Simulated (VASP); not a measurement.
## A VASP study of P (optB86b-vdW): structure first, properties next

Aim: relax P, then compute properties on the relaxed cell. The steps: relaxing cell and atoms (optB86b-vdW), second relaxation, density, ELF and potential (optB86b-vdW), band structure (optB86b-vdW), total and projected DOS (optB86b-vdW), volume scan with optB86b-vdW, fit for optB86b-vdW and field gradients at the nuclei (optB86b-vdW). The start is a computed cell from the Materials Project.

Program: VASP 6.6.1. Level of theory: optB86b-vdW; plane waves and PAW (P). Results are calculated unless marked as measured.

The starting crystal is not the ambient structure of P (space group No. 64); it is a model or a phase of other conditions.

### 1. Set-up

Before any relaxation, the start is as follows. It takes space group R-3m (No. 166, trigonal). Conventional cell: a = 3.451 Å, b = 3.451 Å, c = 9.389 Å, α = 90.00°, β = 90.00°, γ = 120.00°. Nearest to P lie 3 P at 2.29 Å.

### 2. Relaxing cell and atoms (optB86b-vdW)

The start need not lie at this functional's minimum. ISIF = 3 frees volume, shape and positions, and EDIFFG sets the threshold on forces and stress at which the search stops. optB86b-vdW pairs nonlocal correlation with a less repulsive exchange of B86b form. LUSE_VDW switches on a nonlocal correlation term for dispersion.

INCAR

```
SYSTEM = P
PREC = Accurate
ENCUT = 400
EDIFF = 1E-06
NELM = 100
ISMEAR = 0
SIGMA = 0.05
LREAL = .FALSE.
ALGO = Normal
GGA = MK
AGGAC = 0
LUSE_VDW = .TRUE.
PARAM1 = 0.1234
PARAM2 = 1
LASPH = .TRUE.
NBANDS = 11
LORBIT = 11
LWAVE = .FALSE.
LCHARG = .FALSE.
KPAR = 2
IBRION = 2
NSW = 60
ISIF = 3
EDIFFG = -0.01
```

POSCAR

```
P
1.0
    1.7257251780      0.9963478961      3.1296800121
   -1.7257251780      0.9963478961      3.1296800121
    0.0000000000     -1.9926957921      3.1296800121
P
2
Direct
    0.2270802500      0.2270802500      0.2270802500
    0.7729197500      0.7729197500      0.7729197500
```

KPOINTS

```
Automatic mesh
0
Gamma
8 8 8
0 0 0
```

Potentials, in the order of the species: P (PBE family, release 64).

Command:

```bash
$ mpirun -np 2 vasp_std
```

What it wrote:

```text
[banner, memory and clock lines left out]
running    2 mpi-ranks, on    1 nodes
 distrk:  each k-point on    1 cores,    2 groups
 distr:  one band on    1 cores,    1 groups

 POSCAR found type information on POSCAR P
 POSCAR found :  1 types and       2 ions
|                                                                             |
|               ----> ADVICE to this user running VASP <----                  |
|                                                                             |
|     You have switched on vdW-DFT.                                           |
|     This routine was written and supplied by Jiri Klimes. We recommend      |
|     that you carefully read and cite the following publications:            |
|       J. Klimes, D.R. Bowler, A. Michelides                                 |
|          J. Phys.: Cond Matt. 22 022201 (2010)                              |
|       J. Klimes, D.R. Bowler, A. Michelides                                 |
|          Phys. Rev. B. 83, 195131 (2011)                                    |
|     and references therein.                                                 |
|                                                                             |

|                                                                             |
|               ----> ADVICE to this user running VASP <----                  |
|                                                                             |
|     You enforced a specific xc type in the INCAR file but a different       |
|     [... a line on the potential file left out ...]
|     I HOPE YOU KNOW WHAT YOU ARE DOING!                                     |
|                                                                             |

 LDA part: xc-table for (Slater+PW92), standard interpolation
 POSCAR, INCAR and KPOINTS ok, starting setup
 FFT: planning ... GRIDC
 FFT: planning ... GRID_SOFT
 FFT: planning ... GRID
 WAVECAR not read
 entering main loop
       N       E                     dE             d eps       ncg     rms          rms(c)
DAV:   1     0.201542289638E+02    0.20154E+02   -0.39173E+03  1446   0.631E+02
DAV:   2    -0.729382819370E+01   -0.27448E+02   -0.26273E+02  2029   0.110E+02
DAV:   3    -0.820336232249E+01   -0.90953E+00   -0.90634E+00  1774   0.194E+01
DAV:   4    -0.820914610474E+01   -0.57838E-02   -0.57824E-02  1695   0.192E+00
DAV:   5    -0.820919626643E+01   -0.50162E-04   -0.50160E-04  1796   0.162E-01    0.668E+00
DAV:   6    -0.819846457621E+01    0.10732E-01   -0.10953E-02  1630   0.618E-01    0.401E+00
DAV:   7    -0.819455906687E+01    0.39055E-02   -0.21088E-02  1619   0.913E-01    0.122E-01
DAV:   8    -0.819457254029E+01   -0.13473E-04   -0.15122E-03  1601   0.251E-01    0.460E-02
DAV:   9    -0.819458043905E+01   -0.78988E-05   -0.84402E-05  1717   0.648E-02    0.438E-02
DAV:  10    -0.819458903093E+01   -0.85919E-05   -0.13459E-05  1594   0.257E-02    0.983E-03
DAV:  11    -0.819459101741E+01   -0.19865E-05   -0.23595E-06  1613   0.116E-02    0.568E-03
DAV:  12    -0.819459112207E+01   -0.10466E-06   -0.20662E-07   841   0.315E-03
   1 F= -.81945911E+01 E0= -.81942405E+01  d E =-.819459E+01
 curvature:   0.00 expect dE= 0.000E+00 dE for cont linesearch  0.000E+00
 trial: gam= 0.00000 g(F)=  0.359E-02 g(S)=  0.116E-01 ort = 0.000E+00 (trialstep = 0.100E+01)
 search vector abs. value=  0.152E-01
 bond charge predicted
       N       E                     dE             d eps       ncg     rms          rms(c)
DAV:   1    -0.820591515846E+01   -0.11324E-01   -0.39679E-01  1445   0.352E+00    0.656E-01
DAV:   2    -0.820089553396E+01    0.50196E-02   -0.16130E-02  1652   0.866E-01    0.409E-01
DAV:   3    -0.819801765186E+01    0.28779E-02   -0.49273E-03  1550   0.363E-01    0.568E-02
DAV:   4    -0.819799184475E+01    0.25807E-04   -0.97585E-05  1802   0.700E-02    0.477E-02
DAV:   5    -0.819798094767E+01    0.10897E-04   -0.85284E-06  1709   0.206E-02    0.386E-03
DAV:   6    -0.819798099779E+01   -0.50125E-07   -0.12168E-06   921   0.730E-03
   2 F= -.81979810E+01 E0= -.81978049E+01  d E =-.338988E-02
[... from here on, the cycles between the ionic steps are left out ...]
   3 F= -.81996311E+01 E0= -.81994084E+01  d E =-.504002E-02
   4 F= -.81996319E+01 E0= -.81994067E+01  d E =-.504081E-02
   5 F= -.81999759E+01 E0= -.81998217E+01  d E =-.343968E-03
   6 F= -.82001511E+01 E0= -.82000176E+01  d E =-.519221E-03
   7 F= -.81998644E+01 E0= -.81997439E+01  d E =-.232477E-03
   8 F= -.82001697E+01 E0= -.82000442E+01  d E =-.537802E-03
   9 F= -.82001703E+01 E0= -.82000463E+01  d E =-.538324E-03
  10 F= -.82002473E+01 E0= -.82001294E+01  d E =-.770760E-04
  11 F= -.82002534E+01 E0= -.82001371E+01  d E =-.831030E-04
 curvature:  -0.95 expect dE=-0.758E-04 dE for cont linesearch -0.184E-08
 trial: gam= 0.73074 g(F)=  0.611E-04 g(S)=  0.189E-04 ort =-0.491E-06 (trialstep = 0.108E+01)
 search vector abs. value=  0.146E-03
 bond charge predicted
       N       E                     dE             d eps       ncg     rms          rms(c)
DAV:   1    -0.820028109339E+01   -0.27866E-04   -0.54094E-03  1436   0.394E-01    0.358E-02
DAV:   2    -0.820029580307E+01   -0.14710E-04   -0.23715E-04  1721   0.109E-01    0.127E-02
DAV:   3    -0.820029138259E+01    0.44205E-05   -0.89162E-06  1634   0.185E-02    0.562E-03
DAV:   4    -0.820029124016E+01    0.14243E-06   -0.16525E-06   998   0.826E-03
  12 F= -.82002912E+01 E0= -.82001764E+01  d E =-.378856E-04
 trial-energy change:   -0.000038  1 .order   -0.000038   -0.000086    0.000009
 step:   0.9771(harm=  0.9771)  dis= 0.00161  next Energy=    -8.200292 (dE=-0.389E-04)
 reached required accuracy - stopping structural energy minimisation
```

It took 61 s on 2 MPI ranks of AMD EPYC 9R45, shared host; peak memory 0.47 GiB; 2 min of CPU time.

Lines that name or quote the potential files are left out of all logs, and their timing lines are given in words.

Parts of OUTCAR (step 2):

```text
ion  position               nearest neighbor table
   1  0.227  0.227  0.227-   2 2.29   2 2.29   2 2.29   2 2.82   2 2.82   2 2.82
   2  0.773  0.773  0.773-   1 2.29   1 2.29   1 2.29   1 2.82   1 2.82   1 2.82

  LATTYP: Found a trigonal (rhomboedric) cell.
 ALAT       =     3.7102201415
 COS(alpha) =     0.5673129383

 Subroutine GETGRP returns: Found 12 space group operations
 (whereof 12 operations were pure point group operations)

The static configuration has the point symmetry D_3d.

 Found     65 irreducible k-points:

   k-points           NKPTS =     65   k-points in BZ     NKDIM =     65   number of bands    NBANDS=     11

   dimension x,y,z NGX =    24 NGY =   24 NGZ =   24
   dimension x,y,z NGXF=    48 NGYF=   48 NGZF=   48

   ENCUT  =  400.0 eV  29.40 Ry    5.42 a.u.   6.05  6.05  6.05*2*pi/ulx,y,z

   NELECT =      10.0000    total number of electrons

 k-points in reciprocal lattice and weights: Automatic mesh
   0.00000000  0.00000000  0.00000000       0.002
   0.12500000 -0.00000000  0.00000000       0.012
   0.25000000 -0.00000000  0.00000000       0.012
   0.37500000 -0.00000000 -0.00000000       0.012
   0.50000000 -0.00000000  0.00000000       0.006
   0.12500000  0.12500000  0.00000000       0.012
   0.25000000  0.12500000  0.00000000       0.023
   0.37500000  0.12500000  0.00000000       0.023
   0.50000000  0.12500000 -0.00000000       0.023
[...]
-0.37500000  0.50000000  0.37500000       0.012
   0.50000000  0.50000000  0.50000000       0.002

 average (electrostatic) potential at core
       1 -81.3452       2 -81.3452

 E-fermi :   8.8451

 k-point     1 :       0.0000    0.0000    0.0000
  band No.  band energies     occupation
      1      -7.5750      2.00000
      2       5.0834      2.00000
      3       5.7281      2.00000
      4       5.8384      2.00000
      5       5.8384      2.00000
      6      10.1611      0.00000
      7      11.4199      0.00000
      8      11.4199      0.00000
      9      14.4766      0.00000
     10      14.4766      0.00000
    ...

 k-point     2 :       0.1250   -0.0000    0.0000
  band No.  band energies     occupation
      1      -7.3271      2.00000
      2       3.3031      2.00000
      3       5.6084      2.00000
      4       5.6724      2.00000
      5       6.7740      2.00000
      6      10.5461      0.00000
      7      11.2319      0.00000
      8      11.3761      0.00000
      9      13.3959      0.00000
     10      13.9703      0.00000
    ...

 k-point     3 :       0.2500   -0.0000    0.0000
  band No.  band energies     occupation
      1      -6.5905      2.00000
      2       0.8637      2.00000
      3       5.3461      2.00000
      4       5.4403      2.00000
      5       7.4501      2.00000
      6       9.9995      0.00000
      7      10.3198      0.00000
      8      10.4794      0.00000
      9      14.4250      0.00000
     10      14.7520      0.00000
    ...

Total vdW correction in eV:      0.9878754

  Total        0.0007652      0.0007652     -0.0004668      0.0000000     -0.0000000     -0.0000000
  in kB        0.0374076      0.0374076     -0.0228180      0.0000000     -0.0000000     -0.0000000
  external PRESSURE =       0.0173324 kB  Pullay stress =       0.0000000 kB

  energy-cutoff  :      400.00
  volume of cell :       32.78
      direct lattice vectors                 reciprocal lattice vectors
     1.742867734  1.006245155  3.114796010     0.286883503  0.165632267  0.107016104
    -1.742867734  1.006245155  3.114796010    -0.286883503  0.165632267  0.107016104
    -0.000000000 -2.012490310  3.114796010     0.000000000 -0.331264535  0.107016104

 POSITION                                       TOTAL-FORCE (eV/Angst)
 -----------------------------------------------------------------------------------
     -0.00000      0.00000      2.12873         0.000000     -0.000000     -0.002802
     -0.00000      0.00000      7.21566        -0.000000      0.000000      0.002802
 -----------------------------------------------------------------------------------
    total drift:                               -0.000000      0.000000     -0.000000

  FREE ENERGIE OF THE ION-ELECTRON SYSTEM (eV)
  ---------------------------------------------------
  free  energy   TOTEN  =        -8.2002912402 eV

  energy  without entropy=       -8.2000614770  energy(sigma->0) =       -8.20017636

Total vdW correction in eV:      0.9878689

 reached required accuracy - stopping structural energy minimisation

 total charge
# of ion       s       p       d       tot
------------------------------------------
    1        1.096   1.321   0.000   2.416
    2        1.096   1.321   0.000   2.416
--------------------------------------------------
tot          2.191   2.641   0.000   4.833

[... 3 further parts left out ...]
```

CONTCAR:

```
P
   1.00000000000000
     1.7428677336513809    1.0062451552201250    3.1147960100771579
    -1.7428677336513809    1.0062451552201250    3.1147960100771579
    -0.0000000000000000   -2.0124903103397371    3.1147960100773129
  P
     2
Direct
     0.2278083140573274    0.2278083140573274    0.2278083140573272
     0.7721916859426726    0.7721916859426726    0.7721916859426727
```

The k-mesh is coarse for a metal. The PAW data sets were made with PBE, which is usual practice but a small mismatch for other functionals. The run keeps the 12 symmetry operations of its start, so it cannot find a distortion of lower symmetry.

Relaxation path:

```csv
step,energy less that of the first step (eV),largest force (eV/Å),pressure (GPa),volume (Å³)
1,0.0000,0.1930,1.93,32.29
2,-0.0034,0.1498,-1.14,33.20
3,-0.0050,0.0280,-0.03,32.88
4,-0.0050,0.0229,-0.01,32.86
5,-0.0054,0.0107,-0.03,32.88
6,-0.0056,0.0070,-0.12,32.90
7,-0.0053,0.0529,-0.29,32.93
8,-0.0056,0.0141,-0.15,32.91
9,-0.0056,0.0159,-0.16,32.91
10,-0.0057,0.0230,0.01,32.82
11,-0.0057,0.0252,0.08,32.79
12,-0.0057,0.0028,0.00,32.78
```

```csv
"conventional cell, symmetrised",before,after,change
a (Å),3.451,3.486,+1.0 %
b (Å),3.451,3.486,+1.0 %
c (Å),9.389,9.344,-0.5 %
volume (Å³/atom),16.14,16.39,+1.5 %
```

Final coordinates:

```xyz
2
Lattice="1.7429 1.0062 3.1148 -1.7429 1.0062 3.1148 0.0000 -2.0125 3.1148" Properties=species:S:1:pos:R:3 pbc="T T T"
P     0.0000    0.0000    2.1287
P     0.0000    0.0000    7.2157
```

This step gave:

```yaml
electrons: 10
bands: 11
irreducible_k_points: 65
symmetry_operations: 12
free_energy_toten: -8.200 eV
energy_at_zero_smearing: -8.200 eV
fermi_energy: 8.845 eV
pressure: 0.001733 GPa
metallic_judged_on_the_points_sampled: yes
scf_cycles_over_all_ionic_steps: 58
```

It ends with a largest force of 0.003 eV/Å and a pressure of 0.00 GPa.

### 3. Second relaxation

The basis stayed that of the start cell while the cell moved. A rerun from the cell reached resets it; the error of the finite cutoff stays.

INCAR is that of step 2.

POSCAR

```
P
1.0
    1.7428677337      1.0062451552      3.1147960101
   -1.7428677337      1.0062451552      3.1147960101
    0.0000000000     -2.0124903103      3.1147960101
P
2
Direct
    0.2278083141      0.2278083141      0.2278083141
    0.7721916859      0.7721916859      0.7721916859
```

KPOINTS is that of step 2.

Command:

```bash
$ mpirun -np 2 vasp_std
```

What it wrote:

```text
[banner, memory and clock lines left out]
running    2 mpi-ranks, on    1 nodes
 distrk:  each k-point on    1 cores,    2 groups
 distr:  one band on    1 cores,    1 groups

 POSCAR found type information on POSCAR P
 POSCAR found :  1 types and       2 ions
 [... a notice as in an earlier step ...]

 [... a notice as in an earlier step ...]

 LDA part: xc-table for (Slater+PW92), standard interpolation
 POSCAR, INCAR and KPOINTS ok, starting setup
 FFT: planning ... GRIDC
 FFT: planning ... GRID_SOFT
 FFT: planning ... GRID
 WAVECAR not read
 entering main loop
       N       E                     dE             d eps       ncg     rms          rms(c)
DAV:   1     0.198067847607E+02    0.19807E+02   -0.38345E+03  1430   0.626E+02
DAV:   2    -0.725856657124E+01   -0.27065E+02   -0.25941E+02  2042   0.110E+02
DAV:   3    -0.820363355456E+01   -0.94507E+00   -0.93896E+00  1819   0.193E+01
DAV:   4    -0.821002081107E+01   -0.63873E-02   -0.63860E-02  1691   0.196E+00
DAV:   5    -0.821007229443E+01   -0.51483E-04   -0.51482E-04  1825   0.159E-01    0.640E+00
DAV:   6    -0.820296278964E+01    0.71095E-02   -0.87134E-03  1617   0.568E-01    0.386E+00
DAV:   7    -0.820022230248E+01    0.27405E-02   -0.18036E-02  1633   0.865E-01    0.108E-01
DAV:   8    -0.820032142897E+01   -0.99126E-04   -0.10125E-03  1633   0.213E-01    0.393E-02
DAV:   9    -0.820033963430E+01   -0.18205E-04   -0.50095E-05  1734   0.507E-02    0.358E-02
DAV:  10    -0.820034654646E+01   -0.69122E-05   -0.93842E-06  1589   0.217E-02    0.848E-03
DAV:  11    -0.820034733814E+01   -0.79168E-06   -0.14476E-06  1269   0.879E-03
   1 F= -.82003473E+01 E0= -.82002325E+01  d E =-.820035E+01
 curvature:   0.00 expect dE= 0.000E+00 dE for cont linesearch  0.000E+00
 trial: gam= 0.00000 g(F)=  0.100E-05 g(S)=  0.292E-06 ort = 0.000E+00 (trialstep = 0.100E+01)
 search vector abs. value=  0.129E-05
 reached required accuracy - stopping structural energy minimisation
```

The job ended after 8.4 s (2 MPI ranks; peak memory 0.47 GiB; 16 s of CPU time).

From OUTCAR (step 3):

```text
  LATTYP: Found a trigonal (rhomboedric) cell.
 ALAT       =     3.7083785451
 COS(alpha) =     0.5582355790

The static configuration has the point symmetry D_3d.

 Found     65 irreducible k-points:

   NELECT =      10.0000    total number of electrons

 E-fermi :   8.8450

 k-point     1 :       0.0000    0.0000    0.0000
  band No.  band energies     occupation
      1      -7.5750      2.00000
      2       5.0831      2.00000
      3       5.7279      2.00000
      4       5.8384      2.00000
      5       5.8384      2.00000
      6      10.1614      0.00000
      7      11.4200      0.00000
      8      11.4200      0.00000
      9      14.4764      0.00000
     10      14.4764      0.00000
    ...

 k-point     2 :       0.1250    0.0000   -0.0000
  band No.  band energies     occupation
      1      -7.3271      2.00000
      2       3.3030      2.00000
      3       5.6082      2.00000
      4       5.6725      2.00000
      5       6.7738      2.00000
      6      10.5463      0.00000
      7      11.2318      0.00000
      8      11.3760      0.00000
      9      13.3957      0.00000
     10      13.9702      0.00000
    ...

Total vdW correction in eV:      0.9878696

  Total        0.0021940      0.0021940     -0.0015739      0.0000000     -0.0000000      0.0000000
  in kB        0.1072518      0.1072518     -0.0769359      0.0000000     -0.0000000      0.0000000
  external PRESSURE =       0.0458559 kB  Pullay stress =       0.0000000 kB

  energy-cutoff  :      400.00
  volume of cell :       32.78
      direct lattice vectors                 reciprocal lattice vectors
     1.742867734  1.006245155  3.114796010     0.286883503  0.165632267  0.107016104
    -1.742867734  1.006245155  3.114796010    -0.286883503  0.165632267  0.107016104
     0.000000000 -2.012490310  3.114796010     0.000000000 -0.331264535  0.107016104

 POSITION                                       TOTAL-FORCE (eV/Angst)
 -----------------------------------------------------------------------------------
      0.00000      0.00000      2.12873         0.000000     -0.000000     -0.003220
      0.00000      0.00000      7.21566         0.000000      0.000000      0.003220
 -----------------------------------------------------------------------------------
    total drift:                               -0.000000     -0.000000     -0.000000

  FREE ENERGIE OF THE ION-ELECTRON SYSTEM (eV)
  ---------------------------------------------------
  free  energy   TOTEN  =        -8.2003473381 eV

  energy  without entropy=       -8.2001175912  energy(sigma->0) =       -8.20023246

Total vdW correction in eV:      0.9878735

[... 6 parts as in an earlier step ...]

[... 7 further parts left out ...]
```

CONTCAR:

```
P
   1.00000000000000
     1.7428677337000000    1.0062451552000000    3.1147960101000001
    -1.7428677337000000    1.0062451552000000    3.1147960101000001
     0.0000000000000000   -2.0124903103000000    3.1147960101000001
  P
     2
Direct
     0.2278083141000025    0.2278083141000025    0.2278083141000025
     0.7721916858999975    0.7721916858999975    0.7721916858999975
```

Little changed from the start: no atom moved by 0.005 Å and no cell edge by 0.1 %.

Numbers from this step:

- pressure: 0.004586 GPa
- SCF cycles over all ionic steps: 11

It ends with a largest force of 0.003 eV/Å and a pressure of 0.00 GPa. The volume moved by under 0.01 %: the run met its threshold at the first step.

(Continued in part 2 of 4.)

[Lines on the potential files, build, host, timing and source positions are cut from VASP's logs without a mark.]

[Logs are printed without paths, hosts, clocks, repeated set-up lines and the standing remarks that a program may print on its own settings, such as how far it seeks lower states.]

[Hosts, paths, dates, database ids (printed as entryN), source tags and the programs' standing remarks are cut or masked in the printed files.]

[A measured line is paired with the nearest computed mode of its activity, which favours agreement.]

[In band tables of VASP the shares of atoms and orbitals are scaled to a sum of 1 inside the atoms' spheres.]
